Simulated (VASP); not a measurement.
An input for Ansatz (written as the equivalent of a VASP run, and not itself run):

Ansatz 0.2 input:
```yaml
crystal:
  lattice:
    - [0.0000000, 3.1326007, 3.1326007]
    - [3.1326007, 0.0000000, 3.1326007]
    - [3.1326007, 3.1326007, 0.0000000]
  atoms:
    - { symbol: Ga, position: [0.0000000, 0.0000000, 0.0000000] }
    - { symbol: Sb, position: [0.2500000, 0.2500000, 0.2500000] }
kpoints:
  mp_grid: { grid: [9, 9, 9] }
hamiltonian:
  xc: revpbe
  pseudopotentials: { kind: paw }
scf:
  occupations: { method: methfessel_paxton, width: 0.1 }
  max_iter: 100
relax:
  max_steps: 60
  f_tol: 0.01
  cell: {}
output: { forces: true, stress: true, eigenvalues: true }
```

Write the VASP files for the same calculation (revPBE).

Several could match; the one computed here: 
### INCAR
```
ALGO = Normal
EDIFF = 1E-6
EDIFFG = -0.01
ENCUT = 520
GGA = RE
IBRION = 2
ISIF = 3
ISMEAR = 1
LASPH = .TRUE.
LCHARG = .FALSE.
LMAXMIX = 4
LREAL = .FALSE.
LWAVE = .FALSE.
NELM = 100
NSW = 60
PREC = Accurate
SIGMA = 0.1
SYSTEM = GaSb
```

**POSCAR**
```
GaSb
1.0
  0.0000000000   3.1326006979   3.1326006979
  3.1326006979   0.0000000000   3.1326006979
  3.1326006979   3.1326006979   0.0000000000
Ga Sb
1 1
Cart
  0.0000000000   0.0000000000   0.0000000000
  1.5663003490   1.5663003490   1.5663003490
```

File KPOINTS:
```
kpoints
0
gamma
 9 9 9
0 0 0
```

POTCAR, in this order: Ga_d Sb (PBE.64 set). Program: vasp_std.

What does not carry over: each code has its own PAW files, so the cut-off isn't converted (ENCUT is set for VASP's; basis.ecutwfc is left out, and Ansatz then takes the one that its files recommend); Ansatz stops its SCF on the density residual and VASP on the energy change (EDIFF).

The compound is GaSb in the zinc blende structure. It was relaxed first, which changed the volume by +8 %. The start is the result of an earlier pass.
